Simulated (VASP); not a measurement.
OSZICAR of a VASP run on CeO₂ (fluorite):

File OSZICAR:
```
       N       E                     dE             d eps       ncg     rms          rms(c)
DAV:   1     0.230108645256E+03    0.23011E+03   -0.11413E+04   904   0.198E+03
DAV:   2     0.843164215120E+01   -0.22168E+03   -0.21104E+03  1368   0.312E+02
DAV:   3    -0.298803732412E+02   -0.38312E+02   -0.33343E+02  1136   0.148E+02
DAV:   4    -0.317066529605E+02   -0.18263E+01   -0.18260E+01  1416   0.348E+01
DAV:   5    -0.317826373870E+02   -0.75984E-01   -0.75980E-01  1464   0.657E+00    0.314E+01
DAV:   6    -0.292851703073E+02    0.24975E+01   -0.90478E+01  1344   0.598E+01    0.246E+01
DAV:   7    -0.281747154205E+02    0.11105E+01   -0.17241E+02  1360   0.130E+02    0.220E+01
DAV:   8    -0.274232017601E+02    0.75151E+00   -0.33720E+00  1056   0.206E+01    0.143E+01
DAV:   9    -0.262486297856E+02    0.11746E+01   -0.70652E+00  1344   0.223E+01    0.167E+00
DAV:  10    -0.262336795637E+02    0.14950E-01   -0.22980E-01  1488   0.403E+00    0.120E+00
DAV:  11    -0.262219007006E+02    0.11779E-01   -0.47074E-02  1376   0.206E+00    0.132E+00
DAV:  12    -0.262137619949E+02    0.81387E-02   -0.95155E-02  1136   0.207E+00    0.935E-01
DAV:  13    -0.262098622386E+02    0.38998E-02   -0.13276E-01  1312   0.362E+00    0.761E-01
DAV:  14    -0.262081918771E+02    0.16704E-02   -0.11720E-02  1376   0.102E+00    0.339E-01
DAV:  15    -0.262078975531E+02    0.29432E-03   -0.28453E-03  1280   0.495E-01    0.824E-02
DAV:  16    -0.262079098759E+02   -0.12323E-04   -0.30152E-04  1288   0.135E-01    0.912E-02
DAV:  17    -0.262078894156E+02    0.20460E-04   -0.95774E-05  1464   0.885E-02    0.189E-02
DAV:  18    -0.262078845225E+02    0.48931E-05   -0.24117E-05  1432   0.436E-02    0.523E-03
DAV:  19    -0.262078829081E+02    0.16144E-05   -0.81300E-06   928   0.291E-02    0.457E-03
DAV:  20    -0.262078829831E+02   -0.74954E-07   -0.27738E-07   520   0.531E-03
   1 F= -.26207883E+02 E0= -.26207883E+02  d E =-.181057E-15
```

### Question
Which electronic solver shows in the log?

### Answer
It is blocked Davidson (ALGO = Normal, or the opening steps of other solvers). The INCAR had ALGO = Normal.

### Question
How was spin treated?

### Answer
Without spin polarisation: there is no mag entry.

### Question
Can the final energy be trusted as converged?

### Answer
Self-consistency was reached. It stopped with EDIFF = 1E-6, NELM = 100 (PBE GGA, plane waves, VASP's PBE PAW potentials (set 64)).

The compound is CeO2 in the fluorite structure. The cell was not relaxed at this level. The run is one of a series of settings (KGAMMA = .FALSE., KSPACING = 0.4, KPOINTS file removed against the base run), some of them coarse on purpose. The run is not spin-polarised, so no magnetic state was tried.
